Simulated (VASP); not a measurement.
# What goes wrong when Si2Mo is relaxed with a bad input

Some relaxations of Si2Mo get a fault in the input on purpose. Which of them show, and how? The starting structure is a measured crystal structure from the Crystallography Open Database. The first relaxation on each setting starts from this cell expanded by 3 % in volume.

Calculated with VASP 6.6.1; Kohn-Sham DFT with plane waves and PAW; PBEsol.

The database entry behind the starting cell is an old determination (1927), so it need not match the best structure at ambient conditions.

### Step 1. The starting structure

The structure is tetragonal, space group I4/mmm (No. 139). The conventional cell has a = 3.200 Å, b = 3.200 Å, c = 7.861 Å, α = 90.00°, β = 90.00°, γ = 90.00°. Nearest to Mo lie 10 Si at 2.62 Å. Si has 5 Si at 2.61 to 2.63 Å and 5 Mo at 2.62 Å nearest. Farther neighbours are not listed.

As a file:

```cif
data_structure
_symmetry_space_group_name_H-M 'I4/mmm'
_symmetry_Int_Tables_number 139
_cell_length_a 3.2000
_cell_length_b 3.2000
_cell_length_c 7.8610
_cell_angle_alpha 90.000
_cell_angle_beta 90.000
_cell_angle_gamma 90.000
_cell_volume 80.50
loop_
_atom_site_label
_atom_site_type_symbol
_atom_site_symmetry_multiplicity
_atom_site_Wyckoff_symbol
_atom_site_fract_x
_atom_site_fract_y
_atom_site_fract_z
_atom_site_occupancy
Mo1 Mo 2 a 0.00000 0.00000 0.00000 1
Si1 Si 4 e 0.50000 0.50000 0.16700 1
```

### Step 2. Reference relaxation

This run starts from the cell of an earlier relaxation, which isn't shown; the restart sets up the plane waves anew.

File INCAR:

```
SYSTEM = Si2Mo
PREC = Accurate
ENCUT = 450
EDIFF = 1E-06
NELM = 100
ISMEAR = 0
SIGMA = 0.05
LREAL = .FALSE.
ALGO = Normal
GGA = PS
NBANDS = 17
LASPH = .TRUE.
LORBIT = 11
LWAVE = .FALSE.
LCHARG = .FALSE.
KPAR = 8
IBRION = 2
NSW = 50
ISIF = 3
EDIFFG = -0.006
```

File POSCAR:

```
Si2Mo
1.0
   -1.5960155774      1.5960155774      3.9126752378
    1.5960155774     -1.5960155774      3.9126752378
    1.5960155774      1.5960155774     -3.9126752378
Mo Si
1 2
Direct
    0.0000000000      0.0000000000      0.0000000000
    0.6649517876      0.6649517876      0.0000000000
    0.3350482124      0.3350482124      0.0000000000
```

File KPOINTS:

```
Automatic mesh
0
Gamma
14 14 14
0 0 0
```

PAW data sets: Mo_sv and Si (PBE family, release 64).

On the command line:

```
$ mpirun -np 8 vasp_std
```

Output:

```text
[banner, memory and clock lines left out]
running    8 mpi-ranks, on    1 nodes
 distrk:  each k-point on    1 cores,    8 groups
 distr:  one band on    1 cores,    1 groups

 POSCAR found type information on POSCAR MoSi
 POSCAR found :  2 types and       3 ions
|                                                                             |
|           W    W    AA    RRRRR   N    N  II  N    N   GGGG   !!!           |
|           W    W   A  A   R    R  NN   N  II  NN   N  G    G  !!!           |
|           W    W  A    A  R    R  N N  N  II  N N  N  G       !!!           |
|           W WW W  AAAAAA  RRRRR   N  N N  II  N  N N  G  GGG   !            |
|           WW  WW  A    A  R   R   N   NN  II  N   NN  G    G                |
|           W    W  A    A  R    R  N    N  II  N    N   GGGG   !!!           |
|                                                                             |
|     For optimal performance we recommend to set                             |
|       NCORE = 2 up to number-of-cores-per-socket                            |
|     NCORE specifies how many cores store one orbital (NPAR=cpu/NCORE).      |
|     This setting can greatly improve the performance of VASP for DFT.       |
|     The default, NCORE=1 might be grossly inefficient on modern             |
|     multi-core architectures or massively parallel machines. Do your        |
|     Unfortunately you need to use the default for GW and RPA                |
|     calculations (for HF NCORE is supported but not extensively tested      |
|     yet).                                                                   |
|                                                                             |

|                                                                             |
|               ----> ADVICE to this user running VASP <----                  |
|                                                                             |
|     You enforced a specific xc type in the INCAR file but a different       |
|     [... a line on the potential file left out ...]
|     I HOPE YOU KNOW WHAT YOU ARE DOING!                                     |
|                                                                             |

 LDA part: xc-table for (Slater+PW92), standard interpolation
 POSCAR, INCAR and KPOINTS ok, starting setup
 FFT: planning ... GRIDC
 FFT: planning ... GRID_SOFT
 FFT: planning ... GRID
 WAVECAR not read
 entering main loop
       N       E                     dE             d eps       ncg     rms          rms(c)
DAV:   1     0.105099764488E+03    0.10510E+03   -0.10542E+04  8344   0.110E+03
DAV:   2    -0.236294555017E+02   -0.12873E+03   -0.12649E+03 10396   0.289E+02
DAV:   3    -0.260358232891E+02   -0.24064E+01   -0.23917E+01 10197   0.362E+01
DAV:   4    -0.260474930486E+02   -0.11670E-01   -0.11664E-01 10354   0.289E+00
DAV:   5    -0.260475699686E+02   -0.76920E-04   -0.76912E-04 10286   0.228E-01    0.230E+01
DAV:   6    -0.252509354454E+02    0.79663E+00   -0.62164E+00  8931   0.165E+01    0.504E+00
DAV:   7    -0.251208103606E+02    0.13013E+00   -0.91108E-01  8725   0.584E+00    0.472E+00
DAV:   8    -0.250800382808E+02    0.40772E-01   -0.11437E-01  9074   0.253E+00    0.442E-01
DAV:   9    -0.250790001292E+02    0.10382E-02   -0.21234E-03 10334   0.372E-01    0.238E-01
DAV:  10    -0.250788934476E+02    0.10668E-03   -0.55611E-04  9383   0.205E-01    0.599E-02
DAV:  11    -0.250788813259E+02    0.12122E-04   -0.18700E-04  9079   0.102E-01    0.396E-02
DAV:  12    -0.250788778219E+02    0.35040E-05   -0.28215E-05  8894   0.378E-02    0.795E-03
DAV:  13    -0.250788773568E+02    0.46508E-06   -0.93111E-07  4801   0.864E-03
   1 F= -.25078877E+02 E0= -.25078596E+02  d E =-.250789E+02
 curvature:   0.00 expect dE= 0.000E+00 dE for cont linesearch  0.000E+00
 trial: gam= 0.00000 g(F)=  0.317E-06 g(S)=  0.134E-04 ort = 0.000E+00 (trialstep = 0.100E+01)
 search vector abs. value=  0.137E-04
 bond charge predicted
       N       E                     dE             d eps       ncg     rms          rms(c)
DAV:   1    -0.250790274935E+02   -0.14967E-03   -0.33141E-03  8688   0.583E-01    0.154E-01
DAV:   2    -0.250788990473E+02    0.12845E-03   -0.12020E-03  8692   0.251E-01    0.379E-02
DAV:   3    -0.250788748368E+02    0.24211E-04   -0.11222E-04  8621   0.587E-02    0.117E-02
DAV:   4    -0.250788729082E+02    0.19286E-05   -0.83779E-06  8886   0.258E-02    0.785E-03
DAV:   5    -0.250788734228E+02   -0.51451E-06   -0.43323E-07  4393   0.606E-03
   2 F= -.25078873E+02 E0= -.25078592E+02  d E =0.393405E-05
 trial-energy change:    0.000004  1 .order    0.000005   -0.000014    0.000023
 step:   0.3705(harm=  0.3705)  dis= 0.00003  next Energy=   -25.078880 (dE=-0.254E-05)
 bond charge predicted
       N       E                     dE             d eps       ncg     rms          rms(c)
DAV:   1    -0.250789426929E+02   -0.69785E-04   -0.13097E-03  8666   0.367E-01    0.967E-02
DAV:   2    -0.250788922060E+02    0.50487E-04   -0.48365E-04  8651   0.159E-01    0.242E-02
DAV:   3    -0.250788819568E+02    0.10249E-04   -0.45596E-05  8549   0.374E-02    0.750E-03
DAV:   4    -0.250788807201E+02    0.12368E-05   -0.33788E-06  8474   0.163E-02    0.490E-03
DAV:   5    -0.250788804528E+02    0.26726E-06   -0.17644E-07  4249   0.386E-03
   3 F= -.25078880E+02 E0= -.25078599E+02  d E =-.309599E-05
 curvature:  -0.19 expect dE=-0.116E-07 dE for cont linesearch -0.751E-08
 trial: gam=-0.04977 g(F)=  0.762E-08 g(S)=  0.551E-07 ort = 0.746E-06 (trialstep = 0.874E+00)
 search vector abs. value=  0.226E-07
 reached required accuracy - stopping structural energy minimisation
```

Elapsed: 26 s, on 8 MPI ranks of Intel Xeon Platinum 8488C (Sapphire Rapids), shared host; peak memory 2.3 GiB; 3.4 min of CPU time.

Lines that name or quote the potential files are left out of all logs, and their timing lines are given in words.

OUTCAR, selected parts (step 2):

```text
ion  position               nearest neighbor table
   1  0.000  0.000  0.000-   2 2.60   2 2.60   2 2.60   3 2.60   2 2.60   3 2.60   3 2.60   3 2.60
                             2 2.62   3 2.62
   2  0.665  0.665  0.000-   3 2.58   1 2.60   1 2.60   1 2.60   1 2.60   3 2.62   3 2.62   3 2.62
                             3 2.62   1 2.62
   3  0.335  0.335  0.000-   2 2.58   1 2.60   1 2.60   1 2.60   1 2.60   2 2.62   2 2.62   2 2.62
                             2 2.62   1 2.62

  LATTYP: Found a body centered tetragonal cell.
 ALAT       =     3.1920311548
 C/A-ratio  =     2.4515269733

 Subroutine GETGRP returns: Found 16 space group operations
 (whereof 16 operations were pure point group operations)

The static configuration has the point symmetry D_4h.

 Found    244 irreducible k-points:

   k-points           NKPTS =    244   k-points in BZ     NKDIM =    244   number of bands    NBANDS=     17

   dimension x,y,z NGX =    32 NGY =   32 NGZ =   32
   dimension x,y,z NGXF=    64 NGYF=   64 NGZF=   64

   ENCUT  =  450.0 eV  33.07 Ry    5.75 a.u.   7.81  7.81  7.81*2*pi/ulx,y,z

   NELECT =      22.0000    total number of electrons

 k-points in reciprocal lattice and weights: Automatic mesh
   0.00000000  0.00000000  0.00000000       0.000
   0.07142857 -0.00000000  0.00000000       0.003
   0.14285714 -0.00000000  0.00000000       0.003
   0.21428571 -0.00000000  0.00000000       0.003
   0.28571429 -0.00000000  0.00000000       0.003
   0.35714286 -0.00000000  0.00000000       0.003
   0.42857143 -0.00000000  0.00000000       0.003
   0.50000000 -0.00000000  0.00000000       0.001
   0.07142857  0.07142857  0.00000000       0.003
[...]
-0.42857143 -0.42857143  0.42857143       0.001
   0.50000000  0.50000000  0.50000000       0.000

 average (electrostatic) potential at core
       1 -68.8000       2 -77.0731       3 -77.0731

 E-fermi :  12.3639

 k-point     1 :       0.0000    0.0000    0.0000
  band No.  band energies     occupation
    ...
      6       5.8558      2.00000
      7       8.9222      2.00000
      8       9.1825      2.00000
      9       9.6783      2.00000
     10       9.6783      2.00000
     11      12.6978      0.00000
     12      15.4527      0.00000
     13      15.5412      0.00000
     14      15.8702      0.00000
     15      15.8702      0.00000
    ...

 k-point     2 :       0.0714   -0.0000    0.0000
  band No.  band energies     occupation
    ...
      6       5.8647      2.00000
      7       8.5626      2.00000
      8       9.1934      2.00000
      9       9.7405      2.00000
     10       9.8754      2.00000
     11      12.4067      0.22647
     12      15.1318      0.00000
     13      15.4050      0.00000
     14      15.6928      0.00000
     15      16.1755      0.00000
    ...

 k-point     3 :       0.1429   -0.0000    0.0000
  band No.  band energies     occupation
    ...
      7       7.9336      2.00000
      8       9.1828      2.00000
      9       9.9196      2.00000
     10      10.0955      2.00000
     11      11.8043      2.00000
     12      14.4619      0.00000
     13      14.8095      0.00000
     14      16.2273      0.00000
     15      16.5995      0.00000
     16      17.0887      0.00000
    ...

  Total       -0.0000167     -0.0000167     -0.0018516      0.0000000      0.0000000      0.0000000
  in kB       -0.0006694     -0.0006694     -0.0744348      0.0000000      0.0000000      0.0000000
  external PRESSURE =      -0.0252579 kB  Pullay stress =       0.0000000 kB

  energy-cutoff  :      450.00
  volume of cell :       39.86
      direct lattice vectors                 reciprocal lattice vectors
    -1.595899836  1.595899836  3.912134638     0.000000000  0.313302871  0.127807462
     1.595899836 -1.595899836  3.912134638     0.313302871  0.000000000  0.127807462
     1.595899836  1.595899836 -3.912134638     0.313302871  0.313302871  0.000000000

 POSITION                                       TOTAL-FORCE (eV/Angst)
 -----------------------------------------------------------------------------------
      0.00000      0.00000      0.00000         0.000000      0.000000      0.000000
      0.00000      0.00000      5.20273        -0.000000     -0.000000     -0.000281
      0.00000      0.00000      2.62154        -0.000000     -0.000000      0.000281
 -----------------------------------------------------------------------------------
    total drift:                                0.000000     -0.000000     -0.000000

  FREE ENERGIE OF THE ION-ELECTRON SYSTEM (eV)
  ---------------------------------------------------
  free  energy   TOTEN  =       -25.0788804528 eV

  energy  without entropy=      -25.0783180657  energy(sigma->0) =      -25.07859926

 reached required accuracy - stopping structural energy minimisation

 total charge
# of ion       s       p       d       tot
------------------------------------------
    1        2.290   6.212   4.213  12.715
    2        0.742   0.883   0.000   1.625
    3        0.742   0.883   0.000   1.625
--------------------------------------------------
tot          3.774   7.977   4.213  15.964

[... 3 further parts left out ...]
```

The PAW data sets were made with PBE, which is usual practice but a small mismatch for other functionals. The run keeps the 16 symmetry operations of its start, so it cannot find a distortion of lower symmetry.

The reference relaxation ends at 13.285 Å³ an atom. Pressures at 0.985 and 1.015 times this volume, from two more relaxations that aren't shown, give a bulk modulus of 218.9 GPa.

### Step 3. Relaxation with too few ionic steps

A slip made on purpose: too few ionic steps. Against step 2 the input has NSW = 2 (also changed: NELM).

Changes to INCAR since step 2:

```diff
@@ -4,3 +4,3 @@
 EDIFF = 1E-06
-NELM = 100
+NELM = 60
 ISMEAR = 0
@@ -17,3 +17,3 @@
 IBRION = 2
-NSW = 50
+NSW = 2
 ISIF = 3
```

File POSCAR:

```
Si2Mo
1.0
   -1.6158426145      1.6158426145      3.9694183726
    1.6158426145     -1.6158426145      3.9694183726
    1.6158426145      1.6158426145     -3.9694183726
Mo Si
1 2
Direct
    0.0000000000      0.0000000000      0.0000000000
    0.6670000000      0.6670000000      0.0000000000
    0.3330000000      0.3330000000      0.0000000000
```

KPOINTS is that of step 2.

On the command line:

```
$ mpirun -np 8 vasp_std
```

Output:

```text
[banner, memory and clock lines left out]
running    8 mpi-ranks, on    1 nodes
[...]
[... a notice as in an earlier step ...]

 [... a notice as in an earlier step ...]

 LDA part: xc-table for (Slater+PW92), standard interpolation
 POSCAR, INCAR and KPOINTS ok, starting setup
[...]
entering main loop
       N       E                     dE             d eps       ncg     rms          rms(c)
DAV:   1     0.103811615142E+03    0.10381E+03   -0.10416E+04  8320   0.110E+03
DAV:   2    -0.236631942666E+02   -0.12747E+03   -0.12540E+03 10363   0.286E+02
DAV:   3    -0.260323324870E+02   -0.23691E+01   -0.23470E+01 10434   0.357E+01
DAV:   4    -0.260441571684E+02   -0.11825E-01   -0.11819E-01 10249   0.285E+00
[...]
DAV:  11    -0.250301649574E+02    0.14538E-04   -0.24658E-04  9030   0.116E-01    0.461E-02
DAV:  12    -0.250301594392E+02    0.55182E-05   -0.28666E-05  8924   0.382E-02    0.939E-03
DAV:  13    -0.250301591784E+02    0.26086E-06   -0.56233E-07  4714   0.570E-03
   1 F= -.25030159E+02 E0= -.25029916E+02  d E =-.250302E+02
[...]
N       E                     dE             d eps       ncg     rms          rms(c)
DAV:   1    -0.275194428396E+02   -0.24893E+01   -0.58349E+01  8722   0.774E+01    0.239E+01
DAV:   2    -0.251813619698E+02    0.23381E+01   -0.13327E+01  8585   0.294E+01    0.460E+00
DAV:   3    -0.249896240101E+02    0.19174E+00   -0.69713E-01  8572   0.497E+00    0.191E+00
DAV:   4    -0.249474897486E+02    0.42134E-01   -0.13516E-01  8861   0.346E+00    0.183E+00
DAV:   5    -0.249472701766E+02    0.21957E-03   -0.99389E-03  9697   0.677E-01    0.672E-01
DAV:   6    -0.249476622327E+02   -0.39206E-03   -0.11411E-03  9164   0.290E-01    0.749E-02
DAV:   7    -0.249476433181E+02    0.18915E-04   -0.72142E-05  9865   0.539E-02    0.209E-02
DAV:   8    -0.249476439407E+02   -0.62259E-06   -0.37926E-06  9218   0.119E-02
   2 F= -.24947644E+02 E0= -.24947361E+02  d E =0.825152E-01
 trial-energy change:    0.082515  1 .order    0.095810   -0.238431    0.430051
 step:   0.3849(harm=  0.3567)  dis= 0.00698  next Energy=   -25.076807 (dE=-0.466E-01)
```

It took 23 s on 8 MPI ranks; peak memory 2.3 GiB.

OUTCAR, selected parts (step 3):

```text
  Total        3.5791745      3.5791745      4.8770516      0.0000000      0.0000000      0.0000000
  in kB      153.6804251    153.6804251    209.4078851      0.0000000      0.0000000      0.0000000
  external PRESSURE =     172.2562451 kB  Pullay stress =       0.0000000 kB

 POSITION                                       TOTAL-FORCE (eV/Angst)
 -----------------------------------------------------------------------------------
      0.00000      0.00000      0.00000        -0.000000     -0.000000      0.000000
      0.00000      0.00000      5.06445        -0.000000     -0.000000      0.211458
      1.56485      1.56485     -1.25496         0.000000      0.000000     -0.211458
 -----------------------------------------------------------------------------------
    total drift:                               -0.000000      0.000000     -0.000000

  FREE ENERGIE OF THE ION-ELECTRON SYSTEM (eV)
  ---------------------------------------------------
  free  energy   TOTEN  =       -24.9476439407 eV

  energy  without entropy=      -24.9470770839  energy(sigma->0) =      -24.94736051

[... 1 part as in an earlier step ...]

[... 2 further parts left out ...]
[key lines of the parts left out:]
E-fermi :  13.3597
```

The relaxation used up its 2 ionic steps (NSW) before forces and stress met EDIFFG.

### Step 4. Relaxation with the cell held fixed (ISIF = 2)

A slip made on purpose: the cell held fixed (ISIF = 2). Against step 2 the input has ISIF = 2 (also changed: NELM).

Changes to INCAR since step 3:

```diff
@@ -17,4 +17,4 @@
 IBRION = 2
-NSW = 2
-ISIF = 3
+NSW = 50
+ISIF = 2
 EDIFFG = -0.006
```

POSCAR is that of step 3.

KPOINTS is that of step 3.

On the command line:

```
$ mpirun -np 8 vasp_std
```

Output:

```text
[... set-up lines as in an earlier step ...]
 entering main loop
       N       E                     dE             d eps       ncg     rms          rms(c)
[... 13 cycles as in an earlier step ...]
   1 F= -.25030159E+02 E0= -.25029916E+02  d E =-.250302E+02
[...]
N       E                     dE             d eps       ncg     rms          rms(c)
DAV:   1    -0.250379008132E+02   -0.77414E-02   -0.19704E-01  8446   0.218E+00    0.259E-01
DAV:   2    -0.250381904266E+02   -0.28961E-03   -0.67553E-03 10337   0.482E-01    0.146E-01
DAV:   3    -0.250381383934E+02    0.52033E-04   -0.27268E-04  9536   0.112E-01    0.610E-02
DAV:   4    -0.250381277925E+02    0.10601E-04   -0.63603E-05  9590   0.421E-02    0.118E-02
DAV:   5    -0.250381279720E+02   -0.17954E-06   -0.38430E-06  8616   0.116E-02
   2 F= -.25038128E+02 E0= -.25037856E+02  d E =-.796879E-02
 trial-energy change:   -0.007969  1 .order   -0.007981   -0.013648   -0.002314
 step:   1.2041(harm=  1.2041)  dis= 0.02185  next Energy=   -25.038376 (dE=-0.822E-02)
[...]
N       E                     dE             d eps       ncg     rms          rms(c)
DAV:   1    -0.250383623821E+02   -0.23459E-03   -0.83228E-03  8459   0.448E-01    0.539E-02
DAV:   2    -0.250383729436E+02   -0.10562E-04   -0.30643E-04 10140   0.104E-01    0.330E-02
DAV:   3    -0.250383704024E+02    0.25413E-05   -0.13546E-05  9502   0.249E-02    0.146E-02
DAV:   4    -0.250383699903E+02    0.41204E-06   -0.31812E-06  8859   0.944E-03
   3 F= -.25038370E+02 E0= -.25038091E+02  d E =-.821081E-02
[...]
reached required accuracy - stopping structural energy minimisation
```

The job ended after 24 s (8 MPI ranks; peak memory 2.3 GiB; 3.1 min of CPU time).

Parts of OUTCAR (step 4):

```text
  Total       -1.9091248     -1.9091248     -2.3516684      0.0000000     -0.0000000      0.0000000
  in kB      -73.7836131    -73.7836131    -90.8869829      0.0000000     -0.0000000      0.0000000
  external PRESSURE =     -79.4847364 kB  Pullay stress =       0.0000000 kB

 POSITION                                       TOTAL-FORCE (eV/Angst)
 -----------------------------------------------------------------------------------
      0.00000      0.00000      0.00000        -0.000000     -0.000000     -0.000000
      0.00000      0.00000      5.27336         0.000000      0.000000     -0.001212
      0.00000      0.00000      2.66548         0.000000      0.000000      0.001212
 -----------------------------------------------------------------------------------
    total drift:                               -0.000000      0.000000      0.000000

  FREE ENERGIE OF THE ION-ELECTRON SYSTEM (eV)
  ---------------------------------------------------
  free  energy   TOTEN  =       -25.0383699903 eV

  energy  without entropy=      -25.0378120224  energy(sigma->0) =      -25.03809101

[... 2 parts as in an earlier step ...]

[... 2 further parts left out ...]
[key lines of the parts left out:]
E-fermi :  11.7831
```

With the cell held fixed (ISIF = 2) the cell ends at 13.819 Å³ an atom, +4.02 % from the reference.

(Part 1 of 2 ends here.)

[Lines on the potential files, build, host, timing and source positions are cut from VASP's logs without a mark.]

[Logs are printed without paths, hosts, clocks, repeated set-up lines and the standing remarks that a program may print on its own settings, such as how far it seeks lower states.]

[Hosts, paths, dates, database ids (printed as entryN), source tags and the programs' standing remarks are cut or masked in the printed files.]
